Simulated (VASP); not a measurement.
A run of VASP 6.6.1 is set up as follows.

INCAR

```
PREC = Accurate ; ENCUT = 520
EDIFF = 1E-6 ; ISMEAR = 0
SIGMA = 0.01 ; LREAL = F
LASPH = T ; NELM = 150
ALGO = Normal ; ISIF = 2
LWAVE = F ; LCHARG = F
ISPIN = 2 ; MAGMOM = 2 -1 0 0 0
LORBIT = 11 ; LMAXMIX = 4
LDAU = T ; LDAUTYPE = 1
LDAUL = 2 -1 ; LDAUU = 6.2 0
LDAUJ = 0.9 0 ; LDAUPRINT = 1
GGA = RP ; IVDW = 13
ICORELEVEL = 1
```

The input KPOINTS:

```
regular mesh
0
Gamma
  8 8 4
```

The input POSCAR:

```
Co2Cl3
1.0
    4.0330717700      0.0000000000      0.0000000000
   -2.0165358800      3.4927426100      0.0000000000
    0.0000000000      0.0000000000      6.4534990700
Co Cl
2 3
Direct
    0.6666666700      0.3333333300      0.7501509800
    0.3333333300      0.6666666700      0.2498490200
    0.6666666700      0.3333333300      0.3536560200
    0.3333333300      0.6666666700      0.6463439800
    0.0000000000      0.0000000000      0.0000000000
```

Potentials or basis: VASP PAW PBE potentials, release 64 (Co, Cl).

Run with:

```console
$ cat potpaw_PBE.64/Co/POTCAR potpaw_PBE.64/Cl/POTCAR > POTCAR
$ mpirun -np 1 vasp_std > vasp.out
```

**Question.** What does it give for the dispersion energy per atom?

**Answer.** -0.565 eV.

**Question.** Predict the net moment.

**Answer.** -1.00 μB per cell.

**Question.** What does it give for the pressure?

**Answer.** 3.2 GPa.

**Question.** Predict the band gap on the k mesh.

**Answer.** 0.91 eV, indirect (least direct gap 1.22 eV).

Eigenvalues of the final occupation matrices:
```
    site  spin  trace               eigenvalues
site 1 d     1   4.77  0.94 0.94 0.95 0.97 0.97
site 1 d     2   2.88  0.03 0.03 0.94 0.94 0.95
site 2 d     1   2.16  0.07 0.07 0.08 0.97 0.97
site 2 d     2   4.89  0.96 0.96 0.99 0.99 0.99
```

Caveat: the PAW data sets were made with another functional, which shifts forces and pressure a little. A k mesh can miss the band edges.
